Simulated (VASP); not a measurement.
An input for Quantum ESPRESSO's pw.x (written as the equivalent of a VASP run, and not itself run):

```
&CONTROL
  calculation = 'scf'
  pseudo_dir = './pseudo'
  outdir = './out'
  tprnfor = .true.
  tstress = .true.
/
&SYSTEM
  ibrav = 0
  nat = 2
  ntyp = 1
  ecutwfc = 84
  occupations = 'smearing'
  smearing = 'gaussian'
  degauss = 0.009996
  input_dft = 'pbe'
/
&ELECTRONS
  conv_thr = 7.3e-08
  electron_maxstep = 100
/
ATOMIC_SPECIES
  Ru 101.070 Ru.upf
CELL_PARAMETERS angstrom
     2.7460100    0.0000000    0.0000000
    -1.3730050    2.3781150    0.0000000
     0.0000000    0.0000000    4.3282800
ATOMIC_POSITIONS crystal
  Ru   0.3333330  0.6666670  0.2500000
  Ru   0.6666670  0.3333330  0.7500000
K_POINTS automatic
  11 11 6 0 0 0
```

**Question.** Translate this input to VASP (INCAR, KPOINTS, POSCAR, choice of POTCAR).

**Answer.** One answer among several that fit: 
### POSCAR
```
Ru
1.0
  2.7460100000   0.0000000000   0.0000000000
 -1.3730050000   2.3781150000   0.0000000000
  0.0000000000   0.0000000000   4.3282800000
Ru
2
Cartesian
 -0.0000013730   1.5854107927   1.0820700000
  1.3730063730   0.7927042073   3.2462100000
```

KPOINTS:
```
K-points
0
gamma
 11 11 6
0 0 0
```

INCAR:
```
! general
SYSTEM  = Ru
PREC    = Accurate
ENCUT   = 300   ! plane-wave cut-off (eV)
LREAL   = .FALSE.
LASPH   = .TRUE.

! electronic loop
EDIFF   = 1E-6
NELM    = 100   ! most electronic steps
ALGO    = Normal
LMAXMIX = 4   ! l cut-off of mixed one-centre charges

! smearing
ISMEAR  = 0   ! Gaussian
SIGMA   = 0.136   ! width (eV)

! functional
GGA     = PE   ! PBE

! ions
ISIF    = 2   ! forces and stress, cell fixed

! output
LWAVE   = .FALSE.
LCHARG  = .FALSE.
```

POTCAR, in this order: Ru_pv (PBE.64 set). Program: vasp_std.

What does not carry over: the potentials are each code's own (VASP's PAW set, PseudoDojo norm-conserving files in pw.x), so ENCUT and ecutwfc are chosen apart and not converted; conv_thr bounds pw.x's estimated SCF error, while EDIFF bounds the energy change between steps.

The structure comes from a computed database's Ru entry; how it stands against other phases isn't given here. The cell was not relaxed at this level.
